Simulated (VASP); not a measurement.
# Ta2SiN2 (P6_3/mmc) in VASP: notebook

The runs below take Ta2SiN2 through equation of state, with PBE.

All numbers are computed with VASP 6.6.1; they aren't measurements. Logs are shortened: lines on timing, memory, paths and dates and some standing lists are left out, and cuts for length are marked.

## 1. The crystal as given

It takes space group P6_3/mmc (No. 194, hexagonal). Conventional cell: a = 3.484 Å, b = 3.484 Å, c = 12.779 Å, α = 90.00°, β = 90.00°, γ = 120.00°. Ta (site symmetry 3m) is surrounded by 4 N at 2.08 to 2.20 Å. Si (site symmetry -6m2) has 6 Ta at 2.72 Å and 6 N at 3.10 Å as nearest neighbours. N (site symmetry 3m) is surrounded by 4 Ta at 2.08 to 2.20 Å.

The cell was built by a generator and needn't be a form met in nature.

## 2. Equation of state, PBE, 13.44 Å³/atom

Input file INCAR:

```
PREC = Accurate
ENCUT = 520
EDIFF = 1E-6
ISMEAR = 0
SIGMA = 0.1
LREAL = False
LASPH = True
NELM = 100
ALGO = Normal
ISIF = 4
LWAVE = False
LCHARG = False
GGA = PE
IBRION = 2
NSW = 30
EDIFFG = -0.02
KPAR = 4
```

Input file KPOINTS:

```
Automatic mesh
0
Gamma
  10 10 4
```

Input file POSCAR:

```
Ta2SiN2
1.0
    3.4843910000      0.0000000000      0.0000000000
   -1.7421960000      3.0175710000      0.0000000000
    0.0000000000      0.0000000000     12.7786600000
Ta Si N
4 2 4
Direct
    0.6666670000      0.3333330000      0.1068290000
    0.3333330000      0.6666670000      0.8931710000
    0.3333330000      0.6666670000      0.6068290000
    0.6666670000      0.3333330000      0.3931710000
    0.0000000000      0.0000000000      0.2500000000
    0.0000000000      0.0000000000      0.7500000000
    0.6666670000      0.3333330000      0.9349010000
    0.3333330000      0.6666670000      0.0650990000
    0.3333330000      0.6666670000      0.4349010000
    0.6666670000      0.3333330000      0.5650990000
```

Potentials or basis: VASP PAW PBE potentials, release 64 (Ta_pv, Si, N).

Launch:

```
$ cat potpaw_PBE.64/Ta_pv/POTCAR potpaw_PBE.64/Si/POTCAR potpaw_PBE.64/N/POTCAR > POTCAR
$ mpirun -np 4 vasp_std > vasp.out
```

OUTCAR:

```text
PREC = Accurate
   ENCUT = 520
   EDIFF = 1E-6
   ISMEAR = 0
   LREAL = False
   LASPH = True
   NELM = 100
   ISIF = 4
   GGA = PE
   IBRION = 2
   NSW = 30
   EDIFFG = -0.02

 ion  position               nearest neighbor table
   1  0.667  0.333  0.107-   8 2.08   8 2.08   8 2.08   7 2.20   5 2.72   5 2.72   5 2.72   2 3.39
                             2 3.39   2 3.39
   2  0.333  0.667  0.893-   7 2.08   7 2.08   7 2.08   8 2.20   6 2.72   6 2.72   6 2.72   1 3.39
                             1 3.39   1 3.39
   3  0.333  0.667  0.607-  10 2.08  10 2.08  10 2.08   9 2.20   6 2.72   6 2.72   6 2.72   4 3.39
                             4 3.39   4 3.39
   4  0.667  0.333  0.393-   9 2.08   9 2.08   9 2.08  10 2.20   5 2.72   5 2.72   5 2.72   3 3.39
                             3 3.39   3 3.39
   5  0.000  0.000  0.250-   1 2.72   4 2.72   1 2.72   4 2.72   1 2.72   4 2.72
   6  0.000  0.000  0.750-   2 2.72   3 2.72   2 2.72   3 2.72   2 2.72   3 2.72
   7  0.667  0.333  0.935-   2 2.08   2 2.08   2 2.08   1 2.20
   8  0.333  0.667  0.065-   1 2.08   1 2.08   1 2.08   2 2.20
   9  0.333  0.667  0.435-   4 2.08   4 2.08   4 2.08   3 2.20
  10  0.667  0.333  0.565-   3 2.08   3 2.08   3 2.08   4 2.20

  LATTYP: Found a hexagonal cell.
 ALAT       =     3.4843910000
 C/A-ratio  =     3.6674012761

  Lattice vectors:

 A1 = (   3.4843910000,   0.0000000000,   0.0000000000)
 A2 = (  -1.7421960000,   3.0175710000,   0.0000000000)
 A3 = (   0.0000000000,   0.0000000000,  12.7786600000)

Analysis of symmetry for initial positions (statically):
=====================================================================
 Subroutine PRICEL returns:
 Original cell was already a primitive cell.

 Routine SETGRP: Setting up the symmetry group for a
 hexagonal supercell.

 Subroutine GETGRP returns: Found 24 space group operations
 (whereof 12 operations were pure point group operations)
 out of a pool of 24 trial point group operations.

The static configuration has the point symmetry D_3d.
 The point group associated with its full space group is D_6h.

Analysis of symmetry for dynamics (positions and initial velocities):
=====================================================================
 Subroutine PRICEL returns:
 Original cell was already a primitive cell.

 Routine SETGRP: Setting up the symmetry group for a
 hexagonal supercell.

 Subroutine GETGRP returns: Found 24 space group operations
 (whereof 12 operations were pure point group operations)
 out of a pool of 24 trial point group operations.

The dynamic configuration has the point symmetry D_3d.
 The point group associated with its full space group is D_6h.

 Subroutine INISYM returns: Found 24 space group operations
 (whereof 12 operations are pure point group operations),
 and found     1 'primitive' translations

----------------------------------------------------------------------------------------

                                     Primitive cell

  volume of cell :     134.3599

  direct lattice vectors                    reciprocal lattice vectors
     3.484391000  0.000000000  0.000000000     0.286994198  0.165696232  0.000000000
    -1.742196000  3.017571000  0.000000000     0.000000000  0.331392368  0.000000000
     0.000000000  0.000000000 12.778660000     0.000000000  0.000000000  0.078255467

  length of vectors
     3.484391000  3.484391144 12.778660000     0.331392382  0.331392368  0.078255467

  position of ions in fractional coordinates (direct lattice)
     0.666667000  0.333333000  0.106829000
     0.333333000  0.666667000  0.893171000
     0.333333000  0.666667000  0.606829000
     0.666667000  0.333333000  0.393171000
     0.000000000  0.000000000  0.250000000
     0.000000000  0.000000000  0.750000000
     0.666667000  0.333333000  0.934901000
     0.333333000  0.666667000  0.065099000
     0.333333000  0.666667000  0.434901000
     0.666667000  0.333333000  0.565099000

  ion indices of the primitive-cell ions
   primitive index   ion index
                 1           1
                 2           2
                 3           3
                 4           4
                 5           5
                 6           6
                 7           7
                 8           8
                 9           9
                10          10

----------------------------------------------------------------------------------------

 KPOINTS: Automatic mesh

Automatic generation of k-mesh.
 Grid dimensions read from file:
 generate k-points for:   10   10    4

 Generating k-lattice:

  Cartesian coordinates                     Fractional coordinates (reciprocal lattice)
     0.028699420  0.016569623  0.000000000     0.100000000 -0.000000000  0.000000000
     0.000000000  0.033139237  0.000000000     0.000000000  0.100000000  0.000000000
     0.000000000  0.000000000  0.019563867     0.000000000  0.000000000  0.250000000

  Length of vectors
     0.033139238  0.033139237  0.019563867

  Shift w.r.t. Gamma in fractional coordinates (k-lattice)
     0.000000000  0.000000000  0.000000000

 Subroutine IBZKPT returns following result:
 ===========================================

 Found     42 irreducible k-points:

 Following reciprocal coordinates:
            Coordinates               Weight
  0.000000  0.000000  0.000000      1.000000
  0.100000  0.000000  0.000000      6.000000
  0.200000  0.000000  0.000000      6.000000
  0.300000  0.000000  0.000000      6.000000
  0.400000  0.000000  0.000000      6.000000
  0.500000  0.000000  0.000000      3.000000
[... 16 lines left out ...]
  0.300000  0.100000  0.250000     24.000000
  0.400000  0.100000  0.250000     24.000000
 [... further k-points ...]
   k-points           NKPTS =     42   k-points in BZ     NKDIM =     42   number of bands    NBANDS=     43
   number of dos      NEDOS =    301   number of ions     NIONS =     10
   total plane-waves  NPLWV =  75264
   dimension x,y,z NGX =    28 NGY =   28 NGZ =   96
   dimension x,y,z NGXF=    56 NGYF=   56 NGZF=  192
   ions per type =               4   2   4
   NGX,Y,Z   is equivalent  to a cutoff of  13.36, 13.36, 12.49 a.u.
   NGXF,Y,Z  is equivalent  to a cutoff of  26.72, 26.72, 24.98 a.u.
 SYSTEM =  unknown system
   PREC   = accura    normal or accurate (medium, high low for compatibility)
   ISTART =      0    job   : 0-new  1-cont  2-samecut
   ICHARG =      2    charge: 1-file 2-atom 10-const
   ISPIN  =      1    spin polarized calculation?
   LNONCOLLINEAR =      F non collinear calculations
   LSORBIT =      F    spin-orbit coupling
   LASPH  =      T    aspherical Exc in radial PAW
   ENCUT  =  520.0 eV  38.22 Ry    6.18 a.u.   6.48  6.48 23.76*2*pi/ulx,y,z
   NELM   =    100;   NELMIN=  2; NELMDL= -5     # of ELM steps
   EDIFF  = 0.1E-05   stopping-criterion for ELM
   LREAL  =      F    real-space projection
   EDIFFG = -.2E-01   stopping-criterion for IOM
   NSW    =     30    number of steps for IOM
   IBRION =      2    ionic relax: 0-MD 1-quasi-New 2-CG
   NFREE  =      1    steps in history (QN), initial steepest desc. (CG)
   ISIF   =      4    stress and relaxation
   ISYM   =      2    0-nonsym 1-usesym 2-fastsym
   POTIM  = 0.5000    time-step for ionic-motion
   TEBEG  =    0.0;   TEEND  =   0.0 temperature during run
   PSTRESS=    0.0 pullay stress
   NELECT =      72.0000    total number of electrons
   NUPDOWN=      -1.0000    fix difference up-down
   EMIN   =  10.00;   EMAX   =-10.00  energy-range for DOS
   EFERMI =   0.00;   METHOD = LEGACY
   ISMEAR =     0;   SIGMA  =   0.10  broadening in eV -4-tet -1-fermi 0-gaus
   EFERMI_NEDOS =   21; number of points for ismear=-14 and -15
   IALGO  =     38    algorithm
   IMIX   =      4    mixing-type and parameters
     AMIX     =   0.40;   BMIX     =  1.00
     AMIX_MAG =   1.60;   BMIX_MAG =  1.00
  volume/ion in A,a.u.               =      13.44        90.67
  Fermi-wavevector in a.u.,A,eV,Ry     =   1.329727  2.512819 24.057460  1.768173
  Thomas-Fermi vector in A             =   2.458867
   LORBIT       =      0    0 simple, 1 ext, 2 COOP (PROOUT), +10 PAW based schemes
   GGA     = PE    functional components
   LHFCALC =     F    Hartree Fock is set to
   AEXX    =    0.0000 exact exchange contribution
   IVDW    =     0    specifies the selected vdW correction
   LEPSILON=     F    determine dielectric tensor
   LRPA    =     F    only Hartree local field effects (RPA)
 conjugate gradient relaxation of ions
 non-spin polarized calculation
 Gauss-broadening in eV      SIGMA  =   0.10
  energy-cutoff  :      520.00
  volume of cell :      134.36
 maximum number of plane-waves:      3672
 NGX is ok and might be reduce to    28
   NGX = 13   NGY = 13   NGZ = 47

 number of electron      72.0000011 magnetization

 Free energy of the ion-electron system (eV)
  ---------------------------------------------------
  ext. energy  EPLUGINS =         0.00000000
  ---------------------------------------------------
  free energy    TOTEN  =       -97.46325246 eV

  energy without entropy =      -97.45007894  energy(sigma->0) =      -97.45666570

 E-fermi :   7.0492     XC(G=0): -11.8554

 val. band max:        7.0397236332   @ k =   0.4000   0.2000   0.5000
 cond. band min:       7.0568346662   @ k =   0.1000   0.1000   0.2500
 fundamental gap:      0.0171110330
 Fermi energy:         7.0492087521

 k-point     1 :       0.0000    0.0000    0.0000
  band No.  band energies     occupation
      1     -28.6308      2.00000
      2     -28.5957      2.00000
      3     -28.5338      2.00000
      4     -28.5338      2.00000
      5     -28.5311      2.00000
      6     -28.5311      2.00000
[... 35 lines left out ...]
     42       8.3353      0.00000
     43       9.3358      0.00000
[... 1017 lines left out ...]
      3     -28.7505      2.00000
      4     -28.7459      2.00000
      5     -28.6076      2.00000
      6     -28.6052      2.00000
[... 35 lines left out ...]
     42       8.4281      0.00000
     43       9.5766      0.00000

 [... further k-points ...]

------------------------ aborting loop because EDIFF is reached ----------------------------------------

  FORCE on cell =-STRESS in cart. coord.  units (eV):
  Direction    XX          YY          ZZ          XY          YZ          ZX
  --------------------------------------------------------------------------------------
  -------------------------------------------------------------------------------------
  Total        0.0114821      0.0114821     -0.0191563     -0.0000000      0.0000000      0.0000000
  in kB        0.1369185      0.1369185     -0.2284299     -0.0000000      0.0000000      0.0000000
  external PRESSURE =       0.0151357 kB  Pullay stress =       0.0000000 kB

 VOLUME and BASIS-vectors are now :
 -----------------------------------------------------------------------------
  energy-cutoff  :      520.00
  volume of cell :      134.36
      direct lattice vectors                 reciprocal lattice vectors
     3.484391000  0.000000000  0.000000000     0.286994198  0.165696232  0.000000000
    -1.742196000  3.017571000  0.000000000     0.000000000  0.331392368  0.000000000
     0.000000000  0.000000000 12.778660000     0.000000000  0.000000000  0.078255467

 POSITION                                       TOTAL-FORCE (eV/Angst)
 -----------------------------------------------------------------------------------
      1.74220      1.00586      1.36513        -0.000000      0.000000      0.001278
     -0.00000      2.01172     11.41353         0.000000     -0.000000     -0.001278
     -0.00000      2.01172      7.75446         0.000000      0.000000      0.001278
      1.74220      1.00586      5.02420        -0.000000      0.000000     -0.001278
      0.00000      0.00000      3.19467         0.000000      0.000000      0.000000
      0.00000      0.00000      9.58399         0.000000     -0.000000      0.000000
      1.74220      1.00586     11.94678        -0.000000     -0.000000     -0.004839
     -0.00000      2.01172      0.83188        -0.000000      0.000000      0.004839
     -0.00000      2.01172      5.55745        -0.000000      0.000000     -0.004839
      1.74220      1.00586      7.22121         0.000000     -0.000000      0.004839
 -----------------------------------------------------------------------------------
    total drift:                                0.000000     -0.000000      0.000000

  FREE ENERGIE OF THE ION-ELECTRON SYSTEM (eV)
  ---------------------------------------------------
  free  energy   TOTEN  =       -97.4632524569 eV

  energy  without entropy=      -97.4500789443  energy(sigma->0) =      -97.45666570

 reached required accuracy - stopping structural energy minimisation
```

Wall time 97 s (4 MPI ranks of Intel Xeon Platinum 8488C (Sapphire Rapids), shared host); peak memory 0.38 GiB.

Results:

| Property | Result |
| --- | --- |
| Free energy | -97.4633 eV |
| Pressure | 0.0 GPa |
| Largest force | 0.005 eV/Å |
| Band gap on the k mesh | none (metal or under the smearing width) |

## 3. Equation of state, PBE, 13.03 Å³/atom (volume scaled by 0.97)

INCAR is that of step 2.

KPOINTS is that of step 2.

POSCAR: that of step 2 with these lines changed.

```diff
@@ -2,5 +2,5 @@
 1.0
-    3.4843910000      0.0000000000      0.0000000000
-   -1.7421960000      3.0175710000      0.0000000000
-    0.0000000000      0.0000000000     12.7786600000
+    3.4491927248      0.0000000000      0.0000000000
+   -1.7245968574      2.9870884008      0.0000000000
+    0.0000000000      0.0000000000     12.6495738007
 Ta Si N
```

Potentials or basis: VASP PAW PBE potentials, release 64 (Ta_pv, Si, N).

Launch:

```
$ cat potpaw_PBE.64/Ta_pv/POTCAR potpaw_PBE.64/Si/POTCAR potpaw_PBE.64/N/POTCAR > POTCAR
$ mpirun -np 4 vasp_std > vasp.out
```

It took 3 min on 4 MPI ranks of Intel Xeon Platinum 8488C (Sapphire Rapids), shared host; peak memory 0.39 GiB.

Results (log left out):

```yaml
Free_energy: -97.3764 eV
Pressure: 6.9 GPa
Largest_force: 0.009 eV/Å
Band_gap_on_the_k_mesh: none (metal or under the smearing width)
```

## 4. Equation of state, PBE, 13.84 Å³/atom (volume scaled by 1.03)

INCAR is that of step 3.

KPOINTS is that of step 3.

POSCAR: that of step 3 with these lines changed.

```diff
@@ -2,5 +2,5 @@
 1.0
-    3.4491927248      0.0000000000      0.0000000000
-   -1.7245968574      2.9870884008      0.0000000000
-    0.0000000000      0.0000000000     12.6495738007
+    3.5188921646      0.0000000000      0.0000000000
+   -1.7594465872      3.0474498838      0.0000000000
+    0.0000000000      0.0000000000     12.9051896150
 Ta Si N
```

Launch:

```
$ cat potpaw_PBE.64/Ta_pv/POTCAR potpaw_PBE.64/Si/POTCAR potpaw_PBE.64/N/POTCAR > POTCAR
$ mpirun -np 4 vasp_std > vasp.out
```

Run time: 3.4 min. Hardware: 4 MPI ranks of Intel Xeon Platinum 8488C (Sapphire Rapids), shared host; peak memory 0.39 GiB.

It converged, with:

```
Free energy            : -97.3895 eV
Pressure               : -5.9 GPa
Largest force          : 0.011 eV/Å
Band gap on the k mesh : none (metal or under the smearing width)
```

## 5. Equation of state, PBE, 12.63 Å³/atom (volume scaled by 0.94)

INCAR is that of step 4.

KPOINTS is that of step 4.

POSCAR: that of step 4 with these lines changed.

```diff
@@ -2,5 +2,5 @@
 1.0
-    3.5188921646      0.0000000000      0.0000000000
-   -1.7594465872      3.0474498838      0.0000000000
-    0.0000000000      0.0000000000     12.9051896150
+    3.4132610209      0.0000000000      0.0000000000
+   -1.7066310003      2.9559706337      0.0000000000
+    0.0000000000      0.0000000000     12.5177978240
 Ta Si N
```

Launch:

```
$ cat potpaw_PBE.64/Ta_pv/POTCAR potpaw_PBE.64/Si/POTCAR potpaw_PBE.64/N/POTCAR > POTCAR
$ mpirun -np 4 vasp_std > vasp.out
```

It took 3.2 min on 4 MPI ranks of Intel Xeon Platinum 8488C (Sapphire Rapids), shared host; peak memory 0.39 GiB.

The run converged. Its results:

* Free energy: -97.1001 eV
* Pressure: 15.1 GPa
* Largest force: 0.014 eV/Å
* Band gap on the k mesh: none (metal or under the smearing width)

## 6. Equation of state, PBE, 14.24 Å³/atom (volume scaled by 1.06)

INCAR is that of step 5.

KPOINTS is that of step 5.

POSCAR: that of step 5 with these lines changed.

```diff
@@ -2,5 +2,5 @@
 1.0
-    3.4132610209      0.0000000000      0.0000000000
-   -1.7066310003      2.9559706337      0.0000000000
-    0.0000000000      0.0000000000     12.5177978240
+    3.5527297419      0.0000000000      0.0000000000
+   -1.7763653808      3.0767540842      0.0000000000
+    0.0000000000      0.0000000000     13.0292855894
 Ta Si N
```

Potentials or basis: VASP PAW PBE potentials, release 64 (Ta_pv, Si, N).

Launch:

```
$ cat potpaw_PBE.64/Ta_pv/POTCAR potpaw_PBE.64/Si/POTCAR potpaw_PBE.64/N/POTCAR > POTCAR
$ mpirun -np 4 vasp_std > vasp.out
```

It took 4.8 min on 4 MPI ranks of Intel Xeon Platinum 8488C (Sapphire Rapids), shared host; peak memory 0.4 GiB.

Results (log left out):

| Item | Value |
| --- | --- |
| Free energy | -97.1805 eV |
| Pressure | -10.8 GPa |
| Largest force | 0.009 eV/Å |
| Band gap on the k mesh | none (metal or under the smearing width) |

## 7. Equation of state, PBE, 12.23 Å³/atom (volume scaled by 0.91)

INCAR is that of step 6.

KPOINTS is that of step 6.

POSCAR: that of step 6 with these lines changed.

```diff
@@ -2,5 +2,5 @@
 1.0
-    3.5527297419      0.0000000000      0.0000000000
-   -1.7763653808      3.0767540842      0.0000000000
-    0.0000000000      0.0000000000     13.0292855894
+    3.3765564448      0.0000000000      0.0000000000
+   -1.6882787069      2.9241835396      0.0000000000
+    0.0000000000      0.0000000000     12.3831874148
 Ta Si N
```

Launch:

```
$ cat potpaw_PBE.64/Ta_pv/POTCAR potpaw_PBE.64/Si/POTCAR potpaw_PBE.64/N/POTCAR > POTCAR
$ mpirun -np 4 vasp_std > vasp.out
```

Wall time 4.8 min (4 MPI ranks of Intel Xeon Platinum 8488C (Sapphire Rapids), shared host); peak memory 0.38 GiB.

It converged, with:

* Free energy: -96.6012 eV
* Pressure: 24.7 GPa
* Largest force: 0.004 eV/Å
* Band gap on the k mesh: none (metal or under the smearing width)

## 8. Equation of state, PBE, 14.65 Å³/atom (volume scaled by 1.09)

INCAR is that of step 7.

KPOINTS is that of step 7.

POSCAR: that of step 7 with these lines changed.

```diff
@@ -2,5 +2,5 @@
 1.0
-    3.3765564448      0.0000000000      0.0000000000
-   -1.6882787069      2.9241835396      0.0000000000
-    0.0000000000      0.0000000000     12.3831874148
+    3.5859347482      0.0000000000      0.0000000000
+   -1.7929678887      3.1055104620      0.0000000000
+    0.0000000000      0.0000000000     13.1510616719
 Ta Si N
```

Launch:

```
$ cat potpaw_PBE.64/Ta_pv/POTCAR potpaw_PBE.64/Si/POTCAR potpaw_PBE.64/N/POTCAR > POTCAR
$ mpirun -np 4 vasp_std > vasp.out
```

Wall time 4.1 min (4 MPI ranks of Intel Xeon Platinum 8488C (Sapphire Rapids), shared host); peak memory 0.41 GiB.

Results (log left out):

```
Free energy            : -96.8588 eV
Pressure               : -14.8 GPa
Largest force          : 0.015 eV/Å
Band gap on the k mesh : none (metal or under the smearing width)
```
